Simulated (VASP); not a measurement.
VASP input:

### POSCAR
```
CdSe
1
    4.3965016008     0.0000000000     0.0000000000
   -2.1982508004     3.8074817149     0.0000000000
    0.0000000000     0.0000000000     7.1589743965
Cd Se
2 2
Direct
  0.6666670000   0.3333330000   0.5000555654
  0.3333330000   0.6666670000   0.0000555654
  0.6666670000   0.3333330000   0.8758044346
  0.3333330000   0.6666670000   0.3758044346
```

**INCAR**
```
SYSTEM = CdSe
PREC = Accurate
ENCUT = 480
EDIFF = 1E-6
NELM = 100
ALGO = Normal
LREAL = .FALSE.
LASPH = .TRUE.
ISMEAR = 0
SIGMA = 0.05
GGA = PE
LMAXMIX = 4
LWAVE = .FALSE.
LCHARG = .FALSE.
IBRION = 2
ISIF = 3
NSW = 60
EDIFFG = -0.02
```

**KPOINTS**
```
Automatic mesh
0
Gamma
  5 5 3
0 0 0
```

POTCAR, in this order: Cd Se (PBE.64 set). Program: vasp_std.

Question: Translate this PBE calculation to Quantum ESPRESSO's pw.x.

Answer: One equivalent input (not run):
```
&CONTROL
  calculation = 'vc-relax'
  pseudo_dir = './pseudo'
  outdir = './out'
  tprnfor = .true.
  tstress = .true.
  nstep = 60
  forc_conv_thr = 0.00078
/
&SYSTEM
  ibrav = 0
  nat = 4
  ntyp = 2
  ecutwfc = 102
  occupations = 'smearing'
  smearing = 'gaussian'
  degauss = 0.003675
  input_dft = 'pbe'
/
&ELECTRONS
  conv_thr = 7.3e-08
  electron_maxstep = 100
/
&IONS
/
&CELL
/
ATOMIC_SPECIES
  Cd 112.414 Cd.upf
  Se 78.971 Se.upf
CELL_PARAMETERS angstrom
     4.3965016    0.0000000    0.0000000
    -2.1982508    3.8074817    0.0000000
     0.0000000    0.0000000    7.1589744
ATOMIC_POSITIONS crystal
  Cd   0.6666670  0.3333330  0.5000556
  Cd   0.3333330  0.6666670  0.0000556
  Se   0.6666670  0.3333330  0.8758044
  Se   0.3333330  0.6666670  0.3758044
K_POINTS automatic
  5 5 3 0 0 0
```
The two are equivalent in intent, not identical: the potentials are each code's own (VASP's PAW set, PseudoDojo norm-conserving files in pw.x), so ENCUT and ecutwfc are chosen apart and not converted; conv_thr bounds pw.x's estimated SCF error, while EDIFF bounds the energy change between steps; forc_conv_thr acts on force components and is met together with etot_conv_thr.

The structure comes from a computed database's CdSe entry (P6_3mc); how it stands against other phases isn't given here. This run relaxes it. Symmetry was kept, so distortions that lower it aren't found. The start is the result of an earlier pass.
